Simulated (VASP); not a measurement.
```
CELL_PARAMETERS angstrom
      0.00000     2.72500     2.72500
      2.72500     0.00000     2.72500
      2.72500     2.72500     0.00000
ATOMIC_POSITIONS crystal
  Ga 0.00000 0.00000 0.00000
  P  0.25000 0.25000 0.25000
```

Level of theory: PBE GGA, VASP's PBE PAW potentials (set 64) (plane waves; VASP). Numerical set-up: PREC = Normal, 500 eV cut-off, 6×6×6 Γ-centred mesh, Gaussian smearing of 0.010 eV, potentials Ga_d_GW P_GW.

**Question.** What does the run give for the energy per atom (σ→0), pressure, band gap (on the k-mesh) with the smallest direct gap where there is one?

**Answer.** 
```
Item                                          Value
-----------------------------------  --------------
band gap (on the k-mesh)                    1.65 eV
smallest direct gap (on the k-mesh)         1.83 eV
energy per atom (σ→0)                -4.542 eV/atom
pressure                                   2.36 GPa
```

The compound is GaP in the zinc blende structure. The cell was not relaxed at this level.
